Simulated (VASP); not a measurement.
Here is the system:

```xyz
2
Lattice="0.0000 2.2116 2.2116 2.2116 0.0000 2.2116 2.2116 2.2116 0.0000" Properties=species:S:1:pos:R:3 pbc="T T T"
Nb     0.0000     0.0000     0.0000
N      2.2116     2.2116     2.2116
```

The numbers are results of PW91 GGA, VASP's PBE PAW potentials (set 64) (plane waves; VASP), not measurements. Run with 520 eV cut-off, Gaussian smearing of 0.050 eV, potentials Nb_sv N.

Problem. Predict the band gap (along the path) with the smallest direct gap where there is one.

Solution. 
- band gap (along the path) = none (metal, semimetal or under 0.01 eV)

Total energies compare only between runs with the same potentials, cut-off and functional.

The compound is NbN in the rock salt structure, the cubic δ form, which competes with hexagonal ones. It was relaxed first.
